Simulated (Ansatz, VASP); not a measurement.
# TaN in two plane-wave programs, part 2 of 2

Aim: how closely do two programs agree when they are given the same cell, functional and k mesh? The cell is taken from a series of runs on this material, whose earlier steps may have relaxed, scaled, displaced or heated it; both programs get it as it stands.

VASP 6.6.1 and Ansatz 0.2.0.

So far: Set-up; VASP: zone-centre phonons, PBEsol.

### 2. VASP: zone-centre phonons, PBEsol (continued)

Level of this step: PBEsol; plane waves and PAW (N, Ta_pv) (VASP).

Numbers of over 12 decimals in the logs are rounded to 6 here.

Parts of OUTCAR (step 2):

```text
ion  position               nearest neighbor table
   1  0.500  0.000  0.000-   5 2.09   6 2.09   5 2.09   6 2.09   4 2.60   4 2.60
   2  0.500  0.500  0.000-   5 2.09   6 2.09   5 2.09   6 2.09   4 2.60   4 2.60
   3  0.000  0.500  0.000-   5 2.09   6 2.09   5 2.09   6 2.09   4 2.60   4 2.60
   4  0.000  0.000  0.000-   3 2.60   3 2.60   2 2.60   2 2.60   1 2.60   1 2.60   6 3.34   5 3.34
                             6 3.34   5 3.34   6 3.34   6 3.34   5 3.34   5 3.34   6 3.34   5 3.34
   5  0.333  0.667  0.500-   1 2.09   1 2.09   3 2.09   3 2.09   2 2.09   2 2.09   6 3.00   6 3.00
                             6 3.00   4 3.34   4 3.34   4 3.34   4 3.34   4 3.34   4 3.34
   6  0.667  0.333  0.500-   1 2.09   1 2.09   3 2.09   3 2.09   2 2.09   2 2.09   5 3.00   5 3.00
                             5 3.00   4 3.34   4 3.34   4 3.34   4 3.34   4 3.34   4 3.34

  LATTYP: Found a hexagonal cell.
 ALAT       =     5.2045441177
 C/A-ratio  =     0.5577284717

 Subroutine GETGRP returns: Found 24 space group operations
 (whereof 24 operations were pure point group operations)

The static configuration has the point symmetry D_6h.

 Found     84 irreducible k-points:

   k-points           NKPTS =     84   k-points in BZ     NKDIM =     84   number of bands    NBANDS=     30

   dimension x,y,z NGX =    42 NGY =   42 NGZ =   24
   dimension x,y,z NGXF=    84 NGYF=   84 NGZF=   48

   ENCUT  =  600.0 eV  44.10 Ry    6.64 a.u.  10.39 10.39  5.80*2*pi/ulx,y,z

   NELECT =      48.0000    total number of electrons

 k-points in reciprocal lattice and weights: Automatic mesh
   0.00000000  0.00000000  0.00000000       0.001
   0.11111111  0.00000000  0.00000000       0.006
   0.22222222 -0.00000000  0.00000000       0.006
   0.33333333  0.00000000  0.00000000       0.006
   0.44444444 -0.00000000  0.00000000       0.006
   0.11111111  0.11111111  0.00000000       0.006
   0.22222222  0.11111111  0.00000000       0.012
   0.33333333  0.11111111  0.00000000       0.012
   0.44444444  0.11111111  0.00000000       0.006
[...]
-----------------------------------------------------------------------------------
    total drift:                                0.000000      0.000000     -0.000000

 Eigenvectors and eigenvalues of the dynamical matrix
 ----------------------------------------------------

   1 f  =   27.799371 THz   174.668599 2PiTHz  927.287201 cm-1   114.968909 meV
             X         Y         Z           dx          dy          dz
      2.602272  0.000000  0.000000     0.000000    0.577350   -0.000000
      1.301136  2.253634  0.000000     0.500000   -0.288675   -0.000000
     -1.301136  2.253634  0.000000    -0.500000   -0.288675   -0.000000
      0.000000  0.000000  0.000000     0.000000    0.000000    0.000000
     -0.000000  3.004845  1.451361     0.000000    0.000000   -0.000000
      2.602272  1.502422  1.451361     0.000000    0.000000    0.000000

   2 f  =   22.145101 THz   139.141771 2PiTHz  738.681046 cm-1    91.584736 meV
             X         Y         Z           dx          dy          dz
      2.602272  0.000000  0.000000     0.086051   -0.323566   -0.000000
      1.301136  2.253634  0.000000    -0.367323    0.300035   -0.000000
     -1.301136  2.253634  0.000000    -0.680691   -0.404399    0.000000
      0.000000  0.000000  0.000000     0.024726    0.010999   -0.000000
     -0.000000  3.004845  1.451361     0.121457    0.054030   -0.000000
      2.602272  1.502422  1.451361     0.121457    0.054030   -0.000000

   3 f  =   22.145101 THz   139.141771 2PiTHz  738.681046 cm-1    91.584736 meV
             X         Y         Z           dx          dy          dz
      2.602272  0.000000  0.000000    -0.038280   -0.727360   -0.000000
      1.301136  2.253634  0.000000     0.585321   -0.273986   -0.000000
     -1.301136  2.253634  0.000000    -0.119113    0.039382    0.000000
      0.000000  0.000000  0.000000    -0.010999    0.024726   -0.000000
     -0.000000  3.004845  1.451361    -0.054030    0.121457    0.000000
      2.602272  1.502422  1.451361    -0.054030    0.121457   -0.000000

   4 f  =   18.446682 THz   115.903924 2PiTHz  615.315095 cm-1    76.289314 meV
             X         Y         Z           dx          dy          dz
      2.602272  0.000000  0.000000     0.000000    0.000000   -0.716489
      1.301136  2.253634  0.000000     0.000000    0.000000    0.697336
     -1.301136  2.253634  0.000000     0.000000    0.000000    0.019153
      0.000000  0.000000  0.000000    -0.000000   -0.000000   -0.000000
     -0.000000  3.004845  1.451361    -0.000000   -0.000000    0.000000
      2.602272  1.502422  1.451361    -0.000000    0.000000   -0.000000

   5 f  =   18.446682 THz   115.903924 2PiTHz  615.315095 cm-1    76.289314 meV
             X         Y         Z           dx          dy          dz
      2.602272  0.000000  0.000000    -0.000000    0.000000   -0.391549
      1.301136  2.253634  0.000000    -0.000000    0.000000   -0.424723
     -1.301136  2.253634  0.000000     0.000000    0.000000    0.816272
      0.000000  0.000000  0.000000    -0.000000   -0.000000   -0.000000
     -0.000000  3.004845  1.451361     0.000000    0.000000   -0.000000
      2.602272  1.502422  1.451361    -0.000000    0.000000   -0.000000

   6 f  =   17.981064 THz   112.978358 2PiTHz  599.783738 cm-1    74.363673 meV
             X         Y         Z           dx          dy          dz
      2.602272  0.000000  0.000000     0.000000    0.000000   -0.552682
      1.301136  2.253634  0.000000    -0.000000    0.000000   -0.552682
     -1.301136  2.253634  0.000000     0.000000    0.000000   -0.552682
      0.000000  0.000000  0.000000     0.000000   -0.000000    0.061990
     -0.000000  3.004845  1.451361     0.000000   -0.000000    0.199731
      2.602272  1.502422  1.451361    -0.000000    0.000000    0.199731

   7 f  =    7.012470 THz    44.060649 2PiTHz  233.910823 cm-1    29.001233 meV
             X         Y         Z           dx          dy          dz
      2.602272  0.000000  0.000000     0.000000    0.000000    0.000000
      1.301136  2.253634  0.000000     0.000000    0.000000   -0.000000
     -1.301136  2.253634  0.000000     0.000000    0.000000   -0.000000
      0.000000  0.000000  0.000000     0.000000    0.000000   -0.000000
     -0.000000  3.004845  1.451361     0.646062    0.287408   -0.000000
      2.602272  1.502422  1.451361    -0.646062   -0.287408    0.000000

   8 f  =    7.012470 THz    44.060649 2PiTHz  233.910823 cm-1    29.001233 meV
             X         Y         Z           dx          dy          dz
      2.602272  0.000000  0.000000     0.000000    0.000000    0.000000
      1.301136  2.253634  0.000000    -0.000000   -0.000000   -0.000000
     -1.301136  2.253634  0.000000     0.000000   -0.000000   -0.000000
      0.000000  0.000000  0.000000     0.000000   -0.000000    0.000000
     -0.000000  3.004845  1.451361     0.287408   -0.646062    0.000000
      2.602272  1.502422  1.451361    -0.287408    0.646062   -0.000000

   9 f  =    5.426216 THz    34.093918 2PiTHz  180.999071 cm-1    22.441015 meV
             X         Y         Z           dx          dy          dz
      2.602272  0.000000  0.000000     0.393895   -0.009743   -0.000000
      1.301136  2.253634  0.000000     0.162142    0.309030    0.000000
     -1.301136  2.253634  0.000000     0.001953   -0.051061    0.000000
      0.000000  0.000000  0.000000     0.576931    0.256653   -0.000000
     -0.000000  3.004845  1.451361    -0.366398   -0.162995   -0.000000
      2.602272  1.502422  1.451361    -0.366398   -0.162995    0.000000

  10 f  =    5.426216 THz    34.093918 2PiTHz  180.999071 cm-1    22.441015 meV
             X         Y         Z           dx          dy          dz
      2.602272  0.000000  0.000000    -0.175228   -0.021902   -0.000000
      1.301136  2.253634  0.000000     0.143546    0.209851    0.000000
     -1.301136  2.253634  0.000000    -0.216545    0.370041    0.000000
      0.000000  0.000000  0.000000    -0.256653    0.576931   -0.000000
     -0.000000  3.004845  1.451361     0.162995   -0.366398   -0.000000
      2.602272  1.502422  1.451361     0.162995   -0.366398    0.000000

  11 f  =    5.400890 THz    33.934796 2PiTHz  180.154315 cm-1    22.336278 meV
             X         Y         Z           dx          dy          dz
      2.602272  0.000000  0.000000    -0.000000   -0.000000    0.000000
      1.301136  2.253634  0.000000     0.000000    0.000000    0.000000
     -1.301136  2.253634  0.000000    -0.000000    0.000000    0.000000
      0.000000  0.000000  0.000000    -0.000000    0.000000   -0.000000
     -0.000000  3.004845  1.451361     0.000000   -0.000000    0.707107
      2.602272  1.502422  1.451361     0.000000   -0.000000   -0.707107

  12 f  =    3.437758 THz    21.600070 2PiTHz  114.671262 cm-1    14.217418 meV
             X         Y         Z           dx          dy          dz
      2.602272  0.000000  0.000000     0.000000   -0.000000   -0.062493
      1.301136  2.253634  0.000000    -0.000000    0.000000   -0.062493
     -1.301136  2.253634  0.000000     0.000000    0.000000   -0.062493
      0.000000  0.000000  0.000000     0.000000    0.000000    0.828946
     -0.000000  3.004845  1.451361     0.000000    0.000000   -0.388028
      2.602272  1.502422  1.451361    -0.000000    0.000000   -0.388028

  13 f  =    0.001414 THz     0.008886 2PiTHz    0.047177 cm-1     0.005849 meV
             X         Y         Z           dx          dy          dz
      2.602272  0.000000  0.000000    -0.028969   -0.151967    0.000000
      1.301136  2.253634  0.000000    -0.028949   -0.151910    0.000000
     -1.301136  2.253634  0.000000    -0.029009   -0.151921    0.000000
      0.000000  0.000000  0.000000    -0.104290   -0.546832    0.000000
     -0.000000  3.004845  1.451361    -0.104166   -0.546181    0.000000
      2.602272  1.502422  1.451361    -0.104166   -0.546181    0.000000
    [... 43 further lines ...]
     -0.000000  3.004845  1.451361     0.000000   -0.000000    0.000000
      2.602272  1.502422  1.451361     0.000000   -0.000000   -0.000000

 ELASTIC MODULI CONTR FROM IONIC RELAXATION (kBar)
 Direction    XX          YY          ZZ          XY          YZ          ZX
 --------------------------------------------------------------------------------
 XX        -241.2682    241.2682      0.0000     -0.0000      0.0000     -0.0000
 YY         241.2682   -241.2682     -0.0000     -0.0000      0.0000      0.0000
 ZZ           0.0000     -0.0000     -0.0000      0.0000      0.0000     -0.0000
 XY          -0.0000     -0.0000      0.0000   -241.2682      0.0000      0.0000
 YZ           0.0000      0.0000      0.0000      0.0000      0.0000      0.0000
 ZX          -0.0000      0.0000     -0.0000      0.0000      0.0000     -0.0000
 --------------------------------------------------------------------------------
```

### 3. Ansatz: zone-centre phonons, PBEsol

Ansatz runs on its PAW soft_1 files.

The same cell, functional, mesh and smearing now go to Ansatz, which takes its cutoff from its data sets.

File input.yaml:

```yaml
crystal:
  lattice:
    - [5.2045441177, 0.0, 0.0]
    - [-2.6022720588, 4.507267421, 0.0]
    - [0.0, 0.0, 2.9027224367]
  atoms:
    - { symbol: "N", position: [0.5, 0.0, 0.0] }
    - { symbol: "N", position: [0.5, 0.5, 0.0] }
    - { symbol: "N", position: [0.0, 0.5, 0.0] }
    - { symbol: Ta, position: [0.0, 0.0, 0.0] }
    - { symbol: Ta, position: [0.3333333333, 0.6666666667, 0.5] }
    - { symbol: Ta, position: [0.6666666667, 0.3333333333, 0.5] }
kpoints:
  mp_grid: { grid: [9, 9, 12] }
hamiltonian:
  xc: pbesol
  pseudopotentials: { kind: paw, azcp: { folder: soft_1 }, xc_functional: pbe }
scf:
  occupations: { method: methfessel_paxton, width: 0.2 }
output:
  eigenvalues: true
phonons:
  method: dfpt
```

Started as:

```
$ ansatz run input.yaml --threads 8 --pin off --max-ram 16384MiB --backend cpu --events-out ev --progress --plain --runs-dir out
```

The program printed:

```text
zone centre: on kpoints.mp_grid the ground state, and the responses unless they are solved on pairs of k-points, stand on 175 of the mesh's 972 k-points, reduced under 4 symmetry operations, with k and −k counted as one. Each operation leaves every solved displacement unchanged or reverses it
Engine: ansatz 0.2.0, aarch64-unknown-linux-gnu
Pseudopotentials: kind: paw
Pseudopotential: N, paw, valence charge 5, recommended cutoff 420 eV (normal), soft_1/N.paw.azcp
Pseudopotential: Ta, paw, valence charge 13, recommended cutoff 420 eV (normal), soft_1/Ta.paw.azcp
Functional definition: PBEsol
  exchange = pbesol_x
  correlation = pbesol_c
Crystal: 6 atoms, lattice volume = 68.093 Å³
Basis set: ecut = 420 eV, 1287 PW (Γ), exchange–correlation on 72×72×40 points (8 copies of the dense FFT grid, shifted against one another)
Bands: 33, of which v1, the nominal top of the filled ones, is band 27 counted from 1 (26 counted from 0)
Symmetry: 24 space group operations
k-points: 175 of 972 (irreducible under 4 space group operations, time reversal used)
Non-local potential: N, projectors of the file, l = 0: 2, l = 1: 2, l = 2: 1
Non-local potential: Ta, projectors of the file, l = 0: 3, l = 1: 2, l = 2: 2, l = 3: 1
PAW form: soft (Blöchl's): semilocal exchange-correlation on the pseudo side does not see the compensation charge
PAW frozen core: N, regenerated for the run's functional, and the local potential with it (the file was generated under x = pbe(κ = 0.804, μ = 0.219515), c = pbe(β = 0.066725))
PAW frozen core: Ta, regenerated for the run's functional, and the local potential with it (the file was generated under x = pbe(κ = 0.804, μ = 0.219515), c = pbe(β = 0.066725))
PAW one-centre angular grid: N, 110 points (default); XC on 64 Gauss nodes
PAW one-centre angular grid: Ta, 590 points (default); XC on 64 Gauss nodes
Initial density: superposition of atomic densities (chi_scale 0.1, normalization cell, long waves kept (reshape's long-wave potential 0.02 eV rms))
Initial wavefunctions: pseudopotential atomic-orbital guess
Functional: x = pbesol(κ = 0.804, μ = 0.123457), c = pbesol(β = 0.046)
SCF iter   1: F=—  HF=-30564.061762 eV  |F-HF|=—  |Δ(HF+E_count)|=         —  Δρ=7.21e-2  dr2=4.25e0  ethr=3.10e-3  ⟨swp⟩=4.6  Hψ=22571  notcnv=0
preconditioner: auto → Kerker (q_TF=auto, 2.625 Å⁻¹)  [metal: Δε(μ)=0.034 eV  Ē_g=9.573 eV  σ=0.200 eV  W_gap=0.14  n_scr=26 (ndim 8)  ℏωp=24.6 eV  f_vac=0.000  D(μ)=0.92/eV (n_scr^D=6)]
SCF iter   2: F=—  HF=-30563.236125 eV  |F-HF|=—  |Δ(HF+E_count)|=   8.26e-1  S|Δr|=    0.00e0  Δρ=3.56e-2  dr2=8.40e-1  ethr=3.10e-3  ⟨swp⟩=2.0  Hψ=10175  notcnv=0  defer=194
SCF iter   3: F=—  HF=-30563.061329 eV  |F-HF|=—  |Δ(HF+E_count)|=   1.75e-1  S|Δr|=    0.00e0  Δρ=1.18e-2  dr2=9.33e-2  ethr=1.56e-3  ⟨swp⟩=2.0  Hψ=6648  notcnv=0  defer=194
SCF iter   4: F=—  HF=-30563.035201 eV  |F-HF|=—  |Δ(HF+E_count)|=   2.61e-2  S|Δr|=    0.00e0  Δρ=2.71e-3  dr2=7.99e-3  ethr=1.73e-4  ⟨swp⟩=2.0  Hψ=8398  notcnv=0  defer=148
SCF iter   5: F=—  HF=-30563.033189 eV  |F-HF|=—  |Δ(HF+E_count)|=   2.01e-3  S|Δr|=    0.00e0  Δρ=9.81e-4  dr2=5.42e-4  ethr=1.48e-5  ⟨swp⟩=2.0  Hψ=6368  notcnv=0  defer=148
SCF iter   6: F=—  HF=-30563.033029 eV  |F-HF|=—  |Δ(HF+E_count)|=   1.59e-4  S|Δr|=    0.00e0  Δρ=1.53e-4  dr2=2.13e-5  ethr=1.00e-6  ⟨swp⟩=2.2  Hψ=8057  notcnv=0  defer=148
SCF iter   7: F=—  HF=-30563.033024 eV  |F-HF|=—  |Δ(HF+E_count)|=   4.79e-6  S|Δr|=    0.00e0  Δρ=3.86e-5  dr2=9.48e-7  ethr=3.94e-8  ⟨swp⟩=2.0  Hψ=8158  notcnv=0  defer=148
SCF iter   8: F=—  HF=-30563.033025 eV  |F-HF|=—  |Δ(HF+E_count)|=   7.41e-7  S|Δr|=    0.00e0  Δρ=4.97e-6  dr2=1.81e-8  ethr=1.76e-9  ⟨swp⟩=2.0  Hψ=8279  notcnv=0  defer=148
SCF iter   9: F=—  HF=-30563.033025 eV  |F-HF|=—  |Δ(HF+E_count)|=   2.72e-9  S|Δr|=    0.00e0  Δρ=9.83e-7  dr2=6.29e-10  ethr=3.35e-11  ⟨swp⟩=2.2  Hψ=7910  notcnv=0  defer=148
SCF iter  10: F=-30563.033025 eV  HF=-30563.033025 eV  |F-HF|=3.64e-12  |Δ(HF+E_count)|=  9.46e-11  S|Δr|=    0.00e0  Δρ=1.29e-7  dr2=7.88e-12  ethr=1.00e-12  ⟨swp⟩=9.0  Hψ=33259  notcnv=0
SCF 1 converged in 10 iterations: F = -30563.033025 eV  dr2 = 7.88e-12
  greatest PAW one-centre occupation: 0.999 electrons in one spin orbital (limit 2), on the Ta atom at site 5 (counted from 0), in its partial waves of l = 0
DFPT response loops at Γ: preconditioner auto → Kerker (q_TF=auto, 2.625 Å⁻¹) (partly filled bands, converged f_vac=0.000); β = 1.00, the filter's whole step (`scf.mixing.beta` (0.50) is not read by the response loops under this deck's `scf.mixing.preconditioner`; to damp them name `kerker` or `kerker_dos`, under which they read `scf.mixing.beta`, and type it under 1.00, their step now; both keys bind the ground state too); Broyden in place of MSR1
SCF converged after 10 iterations
Stability not checked: this state was not tested for a lower state beside it, because cold or Methfessel-Paxton smearing, or corrected tetrahedra, fill the levels in a way that the test cannot read (fill_not_monotonic; see scf.lower_state_search)
Free energy (F): -30563.033025 eV
Harris-Foulkes:  -30563.033025 eV  (|F-HF|=3.64e-12)
Internal energy: -30563.037071 eV  (E = F + TS)
E sigma→0 (E₀):  -30563.034037 eV
Entropy (-TS):   0.004046 eV (0.674 meV/atom)
Fermi energy:    19.322119 eV
--- Per-component energies (eV) ---
  E_band       = -231.497282
  E_kinetic    = 1567.804752
  E_local      = -2039.899776  (includes V_loc(G=0)·N_el)
  E_nonlocal   = 80.761177
  E_hartree    = 731.843523
  E_xc         = -1134.838926
  E_vxc        = -927.729109  (∫ρ·V_xc dr)
  E_paw        = -24914.130620  (= ΣΔE_a)
  E_vpaw       = -376.124441  (= ΣTr[D̂ρ^β])
  E_aug_tail   = 0.003011  (compensation charges beyond the density's cutoff)
  E_ewald      = -4855.305647
  E_core_change = 0.725435  (= ΣΔE_core)
  E_smearing   = 0.004046  (= −TS)
  E_closure    = -0.000000  (closes the sum)
  Σ components = -30563.033025   (vs F -30563.033025, Δ=0.00e0)
--- Band table (eV; the first three rows and the last of 175) ---
  k-point 0: bands = [... 23 lower, 16.2324, 16.7538, 17.1636, 18.0050, 18.0050, 20.1248, 20.1248, 20.4206, ... 2 higher]
  k-point 1: bands = [... 23 lower, 16.0607, 16.7900, 17.4772, 18.1650, 18.1650, 20.2322, 20.2322, 20.5001, ... 2 higher]
  k-point 2: bands = [... 23 lower, 16.3284, 16.8909, 18.3120, 18.5704, 18.5704, 19.5874, 19.5874, 20.7255, ... 2 higher]
  k-point 174: bands = [... 23 lower, 15.8288, 16.1143, 16.8474, 18.1817, 21.1223, 21.4171, 21.6305, 21.8491, ... 2 higher]
--- Phonons (Γ-DFPT): 7 representative perturbations + reference, on 175 of 972 k-points (Σ response iterations 22) ---
  k mesh reduced under 4 symmetry operations, with k and −k counted as one. Each operation leaves every solved displacement unchanged or reverses it
  ASR residual: 7.711e-5 → 0.000e0 eV/Å²; symmetrization residual: 2.306e-6 eV/Å²
  ASR residual per site (eV/Å²): 7.71e-5 6.91e-5 6.91e-5 3.55e-5 3.21e-5 3.21e-5
  Γ frequencies (cm⁻¹): -542.81 -229.59 -229.59 0.00 0.00 0.00 114.94 178.90 183.62 183.62 233.27 233.27 595.96 609.52 609.52 733.24 733.24 921.52
  non-analytic LO–TO correction: not included (Born effective charges unavailable; polar crystals: no LO–TO splitting at Γ)
```

### 4. Differences

Known differences besides the potentials themselves: the data sets hold 54 valence electrons in Ansatz (on its PAW soft_1 files) and 48 in VASP; the cutoff is 420 eV in Ansatz and 600 eV in VASP; Ansatz makes its cores anew for this functional, VASP keeps those of its PBE data sets. Total energies have different zeros and are not compared.

The two programs side by side:

```
                                                   quantity  Ansatz    VASP  difference
     optical mode 1 (imaginary, printed as negative) (cm⁻¹)  -542.8  -545.8        +3.0
optical mode 2 to 3 (imaginary, printed as negative) (cm⁻¹)  -229.6  -233.5        +3.9
                                      optical mode 4 (cm⁻¹)   114.9   114.7     +0.23 %
                                      optical mode 5 (cm⁻¹)   178.9   180.2     -0.70 %
                                 optical mode 6 to 7 (cm⁻¹)   183.6   181.0     +1.45 %
                                 optical mode 8 to 9 (cm⁻¹)   233.3   233.9     -0.27 %
                                     optical mode 10 (cm⁻¹)   596.0   599.8     -0.64 %
                               optical mode 11 to 12 (cm⁻¹)   609.5   615.3     -0.94 %
                               optical mode 13 to 14 (cm⁻¹)   733.2   738.7     -0.74 %
                                     optical mode 15 (cm⁻¹)   921.5   927.3     -0.62 %
```

Modes are paired by rising frequency, not by their patterns, so a pair may set unlike modes beside each other; they are those without the splitting of longitudinal modes.

### 5. Summary of results

- r.m.s. difference of the optical zone-centre modes, each program's sorted by frequency (zone-centre phonons, PBEsol): 3.9 cm⁻¹
- difference in optical mode 6 to 7 (zone-centre phonons, PBEsol): +1.4 %

In words: The r.m.s. difference of the optical zone-centre modes, each program's sorted by frequency is 3.9 cm⁻¹ (zone-centre phonons, PBEsol). The data sets hold unlike numbers of valence electrons (54 in Ansatz and 48 in VASP), so part of the differences comes from the potentials. Among the rows given in per cent, the largest difference of the zone-centre phonons, PBEsol pair is in optical mode 6 to 7, +1.4 %. Such differences can come from data sets, numerical settings and the points named under the comparisons, not from the functional's error against experiment.

[Lines on the potential files, build, host, timing and source positions are cut from VASP's logs without a mark.]

[Logs are printed without paths, hosts, clocks, repeated set-up lines and the standing remarks that a program may print on its own settings, such as how far it seeks lower states.]

[Hosts, paths, dates, database ids (printed as entryN), source tags and the programs' standing remarks are cut or masked in the printed files.]
